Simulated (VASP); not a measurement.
The system is AlN.

```
CELL_PARAMETERS angstrom
3.12859 0.00000 0.00000
-1.56429 2.70944 0.00000
0.00000 0.00000 5.01696
ATOMIC_POSITIONS crystal
Al 0.66667 0.33333 0.49929
Al 0.33333 0.66667 0.99929
N 0.66667 0.33333 0.88071
N 0.33333 0.66667 0.38071
```

The cell is a database's computed one.

| Property | Result |
| --- | --- |
| Program | VASP 6.6.1 |
| Task | relaxation of cell and atoms |
| Functional | r2SCAN |
| Potentials or basis | VASP PAW PBE potentials, release 64 (Al, N) |
| Cutoff | 600 eV |
| k mesh | 9 × 9 × 6 |
| Occupations | gaussian, width 0.02 eV |
| Spin | no spin polarisation |

At the start: pressure -4.7 GPa; volume 10.63 Å³/atom.

Question: How do energy, volume and symmetry change on relaxing?

Answer: Over 7 steps the energy falls by 3.6 meV/atom and the volume is 10.39 Å³/atom (-2.3 %); space group P6_3mc (No. 186, to 0.05 Å).

The path:
| step | energy change (eV) | largest force (eV/Å) | pressure (GPa) | volume (Å³) |
| --- | --- | --- | --- | --- |
| 1 | 0.0000 | 0.0025 | -4.71 | 42.53 |
| 2 | -0.0001 | 0.0120 | 4.98 | 40.63 |
| 3 | -0.0145 | 0.0049 | -0.08 | 41.57 |
| 4 | -0.0145 | 0.0051 | 0.02 | 41.55 |
| 5 | -0.0145 | 0.0081 | 0.02 | 41.55 |
| 6 | -0.0145 | 0.0089 | 0.03 | 41.55 |
| 7 | -0.0145 | 0.0028 | -0.02 | 41.55 |

Final structure:
```
Al N
1.0
     3.10535    0.00000    0.00000
    -1.55267    2.68931    0.00000
     0.00000    0.00000    4.97576
Al N
2 2
Cartesian
  1.5527 0.8964 2.4836
  0.0000 1.7929 4.9715
  1.5527 0.8964 4.3829
  0.0000 1.7929 1.8951
```

Caveat: the PAW data sets were made with another functional, which shifts forces and pressure a little.
